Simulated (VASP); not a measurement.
The input files of a VASP run:

### POSCAR
```
Al3GaN4
1.0
  1.5650389162  -2.7107264588   0.0000000000
  1.5650389162   2.7107264588   0.0000000000
  0.0000000000   0.0000000000  10.0856788465
Ga Al N
1 3 4
Cart
  1.5650389162  -0.9035772934   2.5331836293
  1.5650389162   0.9035772934  10.0551005821
  1.5650389162  -0.9035772934   7.5674465432
  1.5650389162   0.9035772934   5.0764906609
  1.5650389162  -0.9035772934   4.4973500285
  1.5650389162   0.9035772934   1.8711389589
  1.5650389162  -0.9035772934   9.4690297530
  1.5650389162   0.9035772934   6.9784338669
```

**INCAR**
```
# general
SYSTEM =Al3GaN4
PREC   =Accurate
ENCUT  =520
LREAL  =.FALSE.
LASPH  =.TRUE.

# electronic loop
EDIFF  =1E-7
NELM   =100
ALGO   =Normal
LMAXMIX=4

# smearing
ISMEAR =-5

# functional
GGA    =PS

# ions
ISIF   =2

# output
LWAVE  =.FALSE.
LCHARG =.TRUE.
LORBIT =11
NEDOS  =601

# other
LEFG   =.TRUE.
```

File KPOINTS:
```
Automatic mesh
0
Gamma
9 9 3
0 0 0
```

POTCAR, in this order: Ga_d Al N (PBE.64 set). Program: vasp_std.

**Question.** Write an equivalent input for Quantum ESPRESSO's pw.x.

**Answer.** One equivalent input (not run):
```
&CONTROL
  calculation = 'scf'
  pseudo_dir = './pseudo'
  outdir = './out'
  tprnfor = .true.
  tstress = .true.
/
&SYSTEM
  ibrav = 0
  nat = 8
  ntyp = 3
  ecutwfc = 84
  occupations = 'tetrahedra'
  input_dft = 'pbesol'
/
&ELECTRONS
  conv_thr = 7.3e-09
  electron_maxstep = 100
/
ATOMIC_SPECIES
  Ga 69.723 Ga.upf
  Al 26.982 Al.upf
  N 14.007 N.upf
CELL_PARAMETERS angstrom
     1.5650389   -2.7107265    0.0000000
     1.5650389    2.7107265    0.0000000
     0.0000000   -0.0000000   10.0856788
ATOMIC_POSITIONS crystal
  Ga   0.6666670  0.3333330  0.2511664
  Al   0.3333330  0.6666670  0.9969682
  Al   0.6666670  0.3333330  0.7503160
  Al   0.3333330  0.6666670  0.5033365
  N    0.6666670  0.3333330  0.4459145
  N    0.3333330  0.6666670  0.1855243
  N    0.6666670  0.3333330  0.9388589
  N    0.3333330  0.6666670  0.6919151
K_POINTS automatic
  9 9 3 0 0 0
```
Limits of the translation: the potentials are each code's own (VASP's PAW set, PseudoDojo norm-conserving files in pw.x), so ENCUT and ecutwfc are chosen apart and not converted; conv_thr bounds pw.x's estimated SCF error, while EDIFF bounds the energy change between steps; the field gradients of LEFG aren't asked of the other code.

The structure was generated: Al3GaN4 was put into an ordered model structure (P3m1), which need not be its known phase. It was relaxed first.
